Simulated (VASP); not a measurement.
Input:

```
CELL_PARAMETERS angstrom
     -2.47034     2.47034     2.47034
      2.47034    -2.47034     2.47034
      2.47034     2.47034    -2.47034
ATOMIC_POSITIONS crystal
  Ba 0.00000 0.00000 0.00000
```

Computed with PBE GGA with D3 dispersion (Becke-Johnson damping), VASP's PBE PAW potentials (set 64) (plane waves; VASP). Numerical set-up: 520 eV cut-off, Gaussian smearing of 0.050 eV, potentials Ba_sv.

Task: Give the energies of bands 5 to 8 at the high-symmetry points, in eV from the Fermi level.

Result: 
```json
[
 {"band": "5", "Γ": "-2.74", "H": "-0.57", "N": "-0.89", "P": "0.59"},
 {"band": "6", "Γ": "1.91", "H": "-0.57", "N": "0.72", "P": "0.59"},
 {"band": "7", "Γ": "1.91", "H": "4.61", "N": "1.42", "P": "0.59"},
 {"band": "8", "Γ": "1.91", "H": "4.61", "N": "3.36", "P": "4.07"}
]
```

It has no gap at this level: it comes out as a metal or semimetal.

The compound is Ba in the bcc structure. It was relaxed first.
